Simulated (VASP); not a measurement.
An input for Ansatz (written as the equivalent of a VASP run, and not itself run):

Ansatz 0.2 input:
```yaml
crystal:
  lattice:
    - [0.0000000, 2.0809618, 2.0809618]
    - [2.0809618, 0.0000000, 2.0809618]
    - [2.0809618, 2.0809618, 0.0000000]
  atoms:
    - { symbol: Ti, position: [0.0000000, 0.0000000, 0.0000000] }
    - { symbol: N, position: [0.5000000, 0.5000000, 0.5000000] }
kpoints:
  mp_grid: { grid: [15, 15, 15] }
hamiltonian:
  xc: pbesol
  pseudopotentials: { kind: paw }
scf:
  occupations: { method: methfessel_paxton, width: 0.1 }
  max_iter: 100
relax:
  max_steps: 40
  f_tol: 0.02
  cell: { p_target: 20 }
output: { forces: true, stress: true, eigenvalues: true }
```

Q: Write the VASP files for the same calculation (PBEsol).

A: This is not unique; one that fits is 
File POSCAR:
```
TiN
1
    0.0000000000     2.0809617598     2.0809617598
    2.0809617598     0.0000000000     2.0809617598
    2.0809617598     2.0809617598     0.0000000000
Ti N
1 1
Direct
  0.0000000000   0.0000000000   0.0000000000
  0.5000000000   0.5000000000   0.5000000000
```

### KPOINTS
```
Automatic mesh
0
Gamma
15 15 15
0 0 0
```

### INCAR
```
SIGMA  =  0.1   # width (eV)
ENCUT  =  620   # plane-wave cut-off (eV)
EDIFFG  =  -0.02   # ionic stop
NSW  =  40   # most ionic steps
ISIF  =  3   # ions, shape and volume
EDIFF  =  1E-6   # SCF stop (eV)
PREC  =  Accurate
IBRION  =  2
ISMEAR  =  1   # Methfessel-Paxton
NELM  =  100
PSTRESS  =  200
GGA  =  PS   # PBEsol
SYSTEM  =  TiN
LCHARG  =  F
LWAVE  =  F
ALGO  =  Normal
LASPH  =  T
LMAXMIX  =  4
LREAL  =  F
```

POTCAR, in this order: Ti_sv N (PBE.64 set). Program: vasp_std.

Limits of the translation: each code has its own PAW files, so the cut-off isn't converted (ENCUT is set for VASP's; basis.ecutwfc is left out, and Ansatz then takes the one that its files recommend); Ansatz stops its SCF on the density residual and VASP on the energy change (EDIFF).

The compound is TiN in the rock salt structure. This run relaxes it under an external pressure of 20 GPa. Symmetry was kept, so distortions that lower it aren't found.
